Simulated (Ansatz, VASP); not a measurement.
# Ti (Titanium): VASP beside Ansatz, part 2 of 2

One calculation is typed for both programs; each brings its own data sets. How far apart do they land? The structure shown comes from an earlier Ansatz run, which isn't shown and may have moved the atoms alone.

VASP 6.6.1 and Ansatz 0.2.0.

So far: The starting structure; Ansatz: elastic constants, PBE with D3(BJ).

## 3. VASP: elastic constants, PBE with D3(BJ)

Level of this step: PBE with D3(BJ); plane waves and PAW (Ti_sv) (VASP).

The same cell, functional, mesh and smearing now go to VASP, with its own data sets.

Lines of VASP's logs that name or quote its potential files are left out, and so is its time.

Input file INCAR:

```
SYSTEM = Ti
PREC = Accurate
ENCUT = 500
EDIFF = 1E-08
NELM = 120
ISMEAR = -1
SIGMA = 0.15
LREAL = .FALSE.
ALGO = Normal
GGA = PE
IVDW = 12
NBANDS = 18
LASPH = .TRUE.
LORBIT = 11
LWAVE = .FALSE.
LCHARG = .FALSE.
ISIF = 3
IBRION = 6
NFREE = 2
POTIM = 0.015
NSW = 1
GGA_COMPAT = .FALSE.
KPAR = 2
```

Input file POSCAR:

```
Ti
1.0
    2.8881575254      0.0000000000      0.0000000000
   -1.4440787627      2.5012177872      0.0000000000
    0.0000000000      0.0000000000      4.5848760374
Ti
2
Direct
    0.3333333333      0.6666666667      0.2500000000
    0.6666666667      0.3333333333      0.7500000000
```

Input file KPOINTS:

```
Automatic mesh
0
Gamma
21 21 12
0 0 0
```

Potentials, in the order of the species: Ti_sv (PBE family, release 64).

Started as:

```console
mpirun -np 2 vasp_std
```

Numbers of over 12 decimals in the logs are rounded to 6 here.

What it wrote:

```text
[banner, memory and clock lines left out]
running    2 mpi-ranks, on    1 nodes
 distrk:  each k-point on    1 cores,    2 groups
 distr:  one band on    1 cores,    1 groups

 POSCAR found type information on POSCAR Ti
 POSCAR found :  1 types and       2 ions
 LDA part: xc-table for (Slater+PW92), standard interpolation
 POSCAR, INCAR and KPOINTS ok, starting setup
 FFT: planning ... GRIDC
 FFT: planning ... GRID_SOFT
 FFT: planning ... GRID
 WAVECAR not read
 entering main loop
       N       E                     dE             d eps       ncg     rms          rms(c)
DAV:   1     0.255431631359E+03    0.25543E+03   -0.12945E+04 12104   0.164E+03
DAV:   2     0.122708881521E+02   -0.24316E+03   -0.24003E+03 12378   0.451E+02
DAV:   3    -0.163931139373E+02   -0.28664E+02   -0.28332E+02 22650   0.127E+02
DAV:   4    -0.175653906329E+02   -0.11723E+01   -0.11709E+01 13766   0.269E+01
DAV:   5    -0.176231923884E+02   -0.57802E-01   -0.57791E-01 18866   0.428E+00    0.124E+01
DAV:   6    -0.157116656633E+02    0.19115E+01   -0.69543E+00 14220   0.281E+01    0.325E+00
DAV:   7    -0.157029634613E+02    0.87022E-02   -0.76256E-01 18454   0.684E+00    0.209E+00
DAV:   8    -0.157361247728E+02   -0.33161E-01   -0.23163E-01 14110   0.570E+00    0.767E-01
DAV:   9    -0.157265623638E+02    0.95624E-02   -0.52422E-02 14262   0.247E+00    0.677E-02
DAV:  10    -0.157268926740E+02   -0.33031E-03   -0.29828E-03 17752   0.386E-01    0.873E-02
DAV:  11    -0.157269154730E+02   -0.22799E-04   -0.20931E-04 14814   0.112E-01    0.322E-02
DAV:  12    -0.157269057753E+02    0.96977E-05   -0.28211E-05 15444   0.494E-02    0.591E-03
DAV:  13    -0.157269063136E+02   -0.53838E-06   -0.16972E-06 14720   0.110E-02    0.109E-03
DAV:  14    -0.157269067559E+02   -0.44222E-06   -0.14563E-07 15310   0.301E-03    0.356E-04
DAV:  15    -0.157269071912E+02   -0.43532E-06   -0.45974E-08 14712   0.134E-03    0.927E-05
DAV:  16    -0.157269071366E+02    0.54533E-07   -0.28141E-09  6908   0.461E-04    0.987E-05
DAV:  17    -0.157269071359E+02    0.76125E-09   -0.49584E-10  6828   0.197E-04
   1 F= -.16991483E+02 E0= -.16901665E+02  d E =-.179637E+00
[... from here on, the cycles between the ionic steps are left out ...]
   2 F= -.16985717E+02 E0= -.16894399E+02  d E =-.182636E+00
   9 F= -.16990012E+02 E0= -.16900007E+02  d E =-.180010E+00
  10 F= -.16990615E+02 E0= -.16900641E+02  d E =-.179948E+00
  11 F= -.16990615E+02 E0= -.16900641E+02  d E =-.179948E+00
  12 F= -.16990615E+02 E0= -.16900632E+02  d E =-.179966E+00
  13 F= -.16990615E+02 E0= -.16900632E+02  d E =-.179966E+00
  14 F= -.16991358E+02 E0= -.16901509E+02  d E =-.179698E+00
  15 F= -.16991358E+02 E0= -.16901509E+02  d E =-.179698E+00
  16 F= -.16990972E+02 E0= -.16901207E+02  d E =-.179530E+00
 Finite differences progress:
  Degree of freedom:   8/  8
  Displacement:        1/  2
  Total:              15/ 16
 bond charge predicted
       N       E                     dE             d eps       ncg     rms          rms(c)
DAV:   1    -0.157043900890E+02    0.22009E-01   -0.28572E+00 23276   0.404E+01    0.328E-01
DAV:   2    -0.157266061146E+02   -0.22216E-01   -0.22964E-01 18794   0.492E+00    0.192E-01
DAV:   3    -0.157264494922E+02    0.15662E-03   -0.60676E-03 27122   0.868E-01    0.539E-02
DAV:   4    -0.157264339071E+02    0.15585E-04   -0.54978E-04 20362   0.261E-01    0.265E-02
DAV:   5    -0.157263974297E+02    0.36477E-04   -0.17799E-04 26080   0.169E-01    0.325E-03
DAV:   6    -0.157263989524E+02   -0.15228E-05   -0.20998E-05 21624   0.470E-02    0.182E-03
DAV:   7    -0.157263989359E+02    0.16532E-07   -0.10859E-06 25294   0.120E-02    0.472E-04
DAV:   8    -0.157263989328E+02    0.31209E-08   -0.89794E-08 23584   0.391E-03
  17 F= -.16990972E+02 E0= -.16901207E+02  d E =-.179530E+00
 Finite differences progress:
  Degree of freedom:   8/  8
  Displacement:        2/  2
  Total:              16/ 16
```

From OUTCAR (step 3):

```text
ion  position               nearest neighbor table
   1  0.333  0.667  0.250-   2 2.83   2 2.83   2 2.83   2 2.83   2 2.83   2 2.83
   2  0.667  0.333  0.750-   1 2.83   1 2.83   1 2.83   1 2.83   1 2.83   1 2.83

  LATTYP: Found a hexagonal cell.
 ALAT       =     2.8881575254
 C/A-ratio  =     1.5874743663

 Subroutine GETGRP returns: Found 24 space group operations
 (whereof 12 operations were pure point group operations)

The static configuration has the point symmetry D_3d.
 The point group associated with its full space group is D_6h.

 Found    336 irreducible k-points:

   k-points           NKPTS =    336   k-points in BZ     NKDIM =    336   number of bands    NBANDS=     18

   dimension x,y,z NGX =    24 NGY =   24 NGZ =   36
   dimension x,y,z NGXF=    48 NGYF=   48 NGZF=   72

   ENCUT  =  500.0 eV  36.75 Ry    6.06 a.u.   5.27  5.27  8.36*2*pi/ulx,y,z

   NELECT =      24.0000    total number of electrons

 k-points in reciprocal lattice and weights: Automatic mesh
   0.00000000  0.00000000  0.00000000       0.000
   0.04761905 -0.00000000  0.00000000       0.001
   0.09523810 -0.00000000  0.00000000       0.001
   0.14285714 -0.00000000  0.00000000       0.001
   0.19047619 -0.00000000  0.00000000       0.001
   0.23809524 -0.00000000  0.00000000       0.001
   0.28571429 -0.00000000  0.00000000       0.001
   0.33333333 -0.00000000  0.00000000       0.001
   0.38095238 -0.00000000  0.00000000       0.001
[...]
0.33333333  0.28571429  0.50000000       0.002
   0.33333333  0.33333333  0.50000000       0.000

 Edisp (eV)   -1.26457

 average (electrostatic) potential at core
       1 -71.8094       2 -71.8094

 E-fermi :   8.8087

 k-point     1 :       0.0000    0.0000    0.0000
  band No.  band energies     occupation
    ...
      6     -23.7229      2.00000
      7     -23.7058      2.00000
      8     -23.7058      2.00000
      9       2.5285      2.00000
     10       6.0453      2.00000
     11       9.6561      0.00702
     12       9.6561      0.00702
     13       9.7129      0.00481
     14       9.8057      0.00259
     15      10.1851      0.00021
    ...

 k-point     2 :       0.0476   -0.0000    0.0000
  band No.  band energies     occupation
    ...
      6     -23.7253      2.00000
      7     -23.7186      2.00000
      8     -23.7074      2.00000
      9       2.5957      2.00000
     10       6.0993      2.00000
     11       9.4874      0.02144
     12       9.6015      0.01008
     13       9.7042      0.00509
     14       9.9137      0.00126
     15      10.1493      0.00026
    ...

 k-point     3 :       0.0952   -0.0000    0.0000
  band No.  band energies     occupation
    ...
      6     -23.7554      2.00000
      7     -23.7325      2.00000
      8     -23.7121      2.00000
      9       2.7946      2.00000
     10       6.2543      2.00000
     11       9.2190      0.12183
     12       9.2730      0.08661
     13       9.8469      0.00197
     14      10.0155      0.00064
     15      10.1203      0.00032
    ...

 Edisp (eV)   -1.26457

  Total      -0.08481    -0.08481    -0.08228     0.00000    -0.00000     0.00000
  in kB      -4.10278    -4.10278    -3.98004     0.00000    -0.00000     0.00000
  external pressure =       -4.06 kB  Pullay stress =        0.00 kB

  energy-cutoff  :      500.00
  volume of cell :       33.12
      direct lattice vectors                 reciprocal lattice vectors
     2.888157525  0.000000000  0.000000000     0.346241502  0.199902624  0.000000000
    -1.444078763  2.501217787  0.000000000     0.000000000  0.399805249  0.000000000
     0.000000000  0.000000000  4.584876037     0.000000000  0.000000000  0.218108405

 POSITION                                       TOTAL-FORCE (eV/Angst)
 -----------------------------------------------------------------------------------
     -0.00000      1.66748      1.13122         0.000000     -0.000000      0.068176
      1.44408      0.83374      3.43866        -0.000000      0.000000     -0.068176
 -----------------------------------------------------------------------------------
    total drift:                               -0.000000      0.000000     -0.000327

  FREE ENERGIE OF THE ION-ELECTRON SYSTEM (eV)
  ---------------------------------------------------
  free  energy   TOTEN  =       -16.9909716986 eV

  energy  without entropy=      -16.8114419695  energy(sigma->0) =      -16.90120683

  SYMMETRIZED ELASTIC MODULI (kBar)
 Direction    XX          YY          ZZ          XY          YZ          ZX
 --------------------------------------------------------------------------------
 XX        1988.8137    726.9921    807.1908      0.0000      0.0000      0.0000
 YY         726.9921   1988.8137    807.1908      0.0000      0.0000      0.0000
 ZZ         807.1908    807.1908   1991.6487     -0.0000      0.0000      0.0000
 XY           0.0000      0.0000     -0.0000    630.9108      0.0000      0.0000
 YZ           0.0000      0.0000      0.0000      0.0000    372.3683      0.0000
 ZX           0.0000      0.0000     -0.0000      0.0000      0.0000    372.3683
 --------------------------------------------------------------------------------

 Eigenvectors and eigenvalues of the dynamical matrix
 ----------------------------------------------------

   1 f  =    6.810859 THz    42.793889 2PiTHz  227.185802 cm-1    28.167437 meV
             X         Y         Z           dx          dy          dz
     -0.000000  1.667479  1.146219    -0.000000    0.000000    0.707107
      1.444079  0.833739  3.438657     0.000000   -0.000000   -0.707107

   2 f  =    3.368198 THz    21.163014 2PiTHz  112.351002 cm-1    13.929743 meV
             X         Y         Z           dx          dy          dz
     -0.000000  1.667479  1.146219    -0.000001    0.707107    0.000000
      1.444079  0.833739  3.438657     0.000001   -0.707107    0.000000

   3 f  =    3.368198 THz    21.163014 2PiTHz  112.351002 cm-1    13.929743 meV
             X         Y         Z           dx          dy          dz
     -0.000000  1.667479  1.146219    -0.707107   -0.000001   -0.000000
      1.444079  0.833739  3.438657     0.707107    0.000001   -0.000000

   4 f  =    0.000000 THz     0.000000 2PiTHz    0.000002 cm-1     0.000000 meV
             X         Y         Z           dx          dy          dz
     -0.000000  1.667479  1.146219     0.120880    0.534776   -0.446545
      1.444079  0.833739  3.438657     0.120880    0.534776   -0.446545

   5 f/i=    0.000000 THz     0.000000 2PiTHz    0.000002 cm-1     0.000000 meV
             X         Y         Z           dx          dy          dz
     -0.000000  1.667479  1.146219    -0.681696   -0.002758   -0.187838
      1.444079  0.833739  3.438657    -0.681696   -0.002758   -0.187838

   6 f/i=    0.000000 THz     0.000000 2PiTHz    0.000003 cm-1     0.000000 meV
             X         Y         Z           dx          dy          dz
     -0.000000  1.667479  1.146219     0.143802   -0.462609   -0.515087
      1.444079  0.833739  3.438657     0.143802   -0.462609   -0.515087

 ELASTIC MODULI CONTR FROM IONIC RELAXATION (kBar)
 Direction    XX          YY          ZZ          XY          YZ          ZX
 --------------------------------------------------------------------------------
 XX        -392.1258    392.1258     -0.0000     -0.0000     -0.0000      0.0000
 YY         392.1258   -392.1258      0.0000      0.0000     -0.0000      0.0000
 ZZ          -0.0000      0.0000     -0.0000     -0.0000      0.0000      0.0000
 XY          -0.0000      0.0000     -0.0000   -392.1258      0.0000      0.0000
 YZ          -0.0000     -0.0000      0.0000      0.0000     -0.0000      0.0000
 ZX           0.0000      0.0000      0.0000      0.0000      0.0000      0.0000
 --------------------------------------------------------------------------------

 TOTAL ELASTIC MODULI (kBar)
 Direction    XX          YY          ZZ          XY          YZ          ZX
 --------------------------------------------------------------------------------
 XX        1596.6879   1119.1180    807.1908     -0.0000      0.0000      0.0000
 YY        1119.1180   1596.6879    807.1908      0.0000      0.0000      0.0000
 ZZ         807.1908    807.1908   1991.6487     -0.0000      0.0000      0.0000
 XY          -0.0000      0.0000     -0.0000    238.7850      0.0000      0.0000
 YZ           0.0000      0.0000      0.0000      0.0000    372.3683      0.0000
 ZX           0.0000      0.0000     -0.0000      0.0000      0.0000    372.3683
 --------------------------------------------------------------------------------

 total charge
# of ion       s       p       d       tot
------------------------------------------
    1        2.260   6.130   1.919  10.309
    2        2.260   6.130   1.919  10.309
--------------------------------------------------
tot          4.520  12.260   3.839  20.618

[... 3 further parts left out ...]
```

CONTCAR:

```
Ti
   1.00000000000000
     2.8881575254000000    0.0000000000000000    0.0000000000000000
    -1.4440787627000000    2.5012177871999999    0.0000000000000000
     0.0000000000000000    0.0000000000000000    4.5848760373999999
  Ti
     2
Direct
     0.3333333332999970    0.6666666667000030    0.2467283739238224
     0.6666666667000030    0.3333333332999970    0.7500000000000000
```

Dispersion corrections of this kind ignore metallic screening and tend to overbind metals.

Levels, forces or a CONTCAR printed for this step are those of its last displaced cell, not of the structure at rest.

## 4. Side by side

Known differences besides the potentials themselves: the cutoff is 420 eV in Ansatz and 500 eV in VASP; VASP takes each elastic constant from one size of strain, Ansatz from those that its log lists. Total energies have different zeros and are not compared.

Both answers:

| quantity | Ansatz | VASP | difference |
| --- | --- | --- | --- |
| C11 (GPa) | 159.0 | 159.7 | -0.40 % |
| C22 (GPa) | 159.0 | 159.7 | -0.40 % |
| C33 (GPa) | 198.7 | 199.2 | -0.22 % |
| C12 (GPa) | 113.5 | 111.9 | +1.39 % |
| C13 (GPa) | 81.5 | 80.7 | +0.93 % |
| C23 (GPa) | 81.5 | 80.7 | +0.93 % |
| C44 (GPa) | 36.5 | 37.2 | -1.98 % |
| C55 (GPa) | 36.5 | 37.2 | -1.98 % |
| C66 (GPa) | 22.8 | 23.9 | -4.59 % |

## 5. Outcome

| Item | Value |
| --- | --- |
| difference in C66 (elastic constants, PBE with D3(BJ)) | -4.6 % |

**Reading.** The difference in C66 is -4.6 % (elastic constants, PBE with D3(BJ)), within the 5 % picked in this series as the mark of a large difference. How closely two codes agree says nothing of how well the functional describes the real material.

[Lines on the potential files, build, host, timing and source positions are cut from VASP's logs without a mark.]

[Logs are printed without paths, hosts, clocks, repeated set-up lines and the standing remarks that a program may print on its own settings, such as how far it seeks lower states.]

[Hosts, paths, dates, database ids (printed as entryN), source tags and the programs' standing remarks are cut or masked in the printed files.]
